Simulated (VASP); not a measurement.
Consider the following.

```
CELL_PARAMETERS angstrom
      0.00000     2.61444     2.61444
      2.61444     0.00000     2.61444
      2.61444     2.61444     0.00000
ATOMIC_POSITIONS crystal
  Mn 0.75000 0.75000 0.75000
  Mn 0.50000 0.50000 0.50000
```
Starting moments (μB, in the order of the record's atoms Mn Mn): 4.0 4.0.

Method: PBE GGA, VASP's PBE PAW potentials (set 64) (plane waves; VASP). Settings: 300 eV cut-off, 9×9×9 Γ-centred mesh, Gaussian smearing of 0.10 eV, potentials Mn_pv.

The moments were started parallel, and other spin orders were not tried in this run.

Give the spin-up energies of bands 7 to 20 at the high-symmetry points, in eV from the Fermi level.

| band | Γ | X | U | L | W |
|---|---|---|---|---|---|
| 7 | -5.44 | -2.33 | -2.44 | -2.43 | -2.35 |
| 8 | -1.64 | -2.33 | -2.08 | -1.70 | -2.35 |
| 9 | -1.64 | -1.34 | -1.53 | -1.53 | -1.14 |
| 10 | -1.42 | -1.34 | -1.22 | -1.53 | -1.14 |
| 11 | -1.42 | -0.75 | -0.86 | -1.42 | -0.58 |
| 12 | -1.42 | -0.75 | -0.33 | -1.42 | -0.58 |
| 13 | 0.36 | 0.10 | -0.23 | -0.48 | -0.25 |
| 14 | 0.36 | 0.10 | 0.04 | 0.86 | -0.25 |
| 15 | 0.36 | 1.76 | 1.85 | 0.86 | 1.98 |
| 16 | 1.80 | 1.76 | 1.97 | 1.58 | 1.98 |
| 17 | 1.80 | 2.96 | 2.44 | 1.58 | 3.27 |
| 18 | 12.91 | 2.96 | 3.03 | 2.74 | 3.27 |
| 19 | 12.91 | 5.11 | 3.45 | 9.66 | 3.73 |
| 20 | 12.91 | 5.11 | 6.39 | 9.66 | 3.73 |

Give the spin-down energies of bands 7 to 20 at the high-symmetry points, in eV from the Fermi level.

| band | Γ | X | U | L | W |
|---|---|---|---|---|---|
| 7 | -5.44 | -2.33 | -2.44 | -2.43 | -2.35 |
| 8 | -1.64 | -2.33 | -2.08 | -1.70 | -2.35 |
| 9 | -1.64 | -1.35 | -1.53 | -1.53 | -1.14 |
| 10 | -1.43 | -1.35 | -1.22 | -1.53 | -1.14 |
| 11 | -1.43 | -0.75 | -0.86 | -1.42 | -0.58 |
| 12 | -1.43 | -0.75 | -0.33 | -1.42 | -0.58 |
| 13 | 0.36 | 0.10 | -0.23 | -0.48 | -0.25 |
| 14 | 0.36 | 0.10 | 0.04 | 0.86 | -0.25 |
| 15 | 0.36 | 1.76 | 1.85 | 0.86 | 1.98 |
| 16 | 1.80 | 1.76 | 1.96 | 1.58 | 1.98 |
| 17 | 1.80 | 2.95 | 2.44 | 1.58 | 3.27 |
| 18 | 12.90 | 2.95 | 3.02 | 2.74 | 3.27 |
| 19 | 12.90 | 5.10 | 3.44 | 9.66 | 3.73 |
| 20 | 12.91 | 5.10 | 6.39 | 9.66 | 3.73 |

It has no gap at this level: it comes out as a metal or semimetal.

The structure was generated: Mn was put into an ordered model structure, which need not be its known phase. The cell was not relaxed at this level.
